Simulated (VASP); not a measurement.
An input for Quantum ESPRESSO's pw.x (written as the equivalent of a VASP run, and not itself run):

```
&CONTROL
  calculation = 'vc-relax'
  pseudo_dir = './pseudo'
  outdir = './out'
  tprnfor = .true.
  tstress = .true.
  nstep = 40
  forc_conv_thr = 0.00039
/
&SYSTEM
  ibrav = 0
  nat = 2
  ntyp = 2
  ecutwfc = 70
  occupations = 'smearing'
  smearing = 'gaussian'
  degauss = 0.003675
  input_dft = 'pbe'
/
&ELECTRONS
  conv_thr = 7.3e-09
  electron_maxstep = 100
/
&IONS
/
&CELL
  press = 100
/
ATOMIC_SPECIES
  In 114.818 In.upf
  P 30.974 P.upf
CELL_PARAMETERS angstrom
     0.0000000    2.8569934    2.8569934
     2.8569934    0.0000000    2.8569934
     2.8569934    2.8569934    0.0000000
ATOMIC_POSITIONS crystal
  In   0.0000000  0.0000000  0.0000000
  P    0.2500000  0.2500000  0.2500000
K_POINTS automatic
  8 8 8 0 0 0
```

Problem. Write the VASP files for the same calculation (PBE).

Solution. This is not unique; one that fits is 
INCAR:
```
ALGO = Normal
EDIFF = 1E-7
EDIFFG = -0.01
ENCUT = 480
GGA = PE
IBRION = 2
ISIF = 3
ISMEAR = 0
LASPH = .TRUE.
LCHARG = .FALSE.
LMAXMIX = 4
LREAL = .FALSE.
LWAVE = .FALSE.
NELM = 100
NSW = 40
PREC = Accurate
PSTRESS = 100
SIGMA = 0.05
SYSTEM = InP
```

File POSCAR:
```
InP
1.0
  0.0000000000   2.8569934076   2.8569934076
  2.8569934076   0.0000000000   2.8569934076
  2.8569934076   2.8569934076   0.0000000000
In P
1 1
Direct
  0.0000000000   0.0000000000   0.0000000000
  0.2500000000   0.2500000000   0.2500000000
```

KPOINTS:
```
Automatic mesh
0
Gamma
8 8 8
0 0 0
```

POTCAR, in this order: In_d P (PBE.64 set). Program: vasp_std.

What does not carry over: the potentials are each code's own (VASP's PAW set, PseudoDojo norm-conserving files in pw.x), so ENCUT and ecutwfc are chosen apart and not converted; conv_thr bounds pw.x's estimated SCF error, while EDIFF bounds the energy change between steps; forc_conv_thr acts on force components and is met together with etot_conv_thr.

The compound is InP in the zinc blende structure. It was relaxed first under an external pressure of 10 GPa.
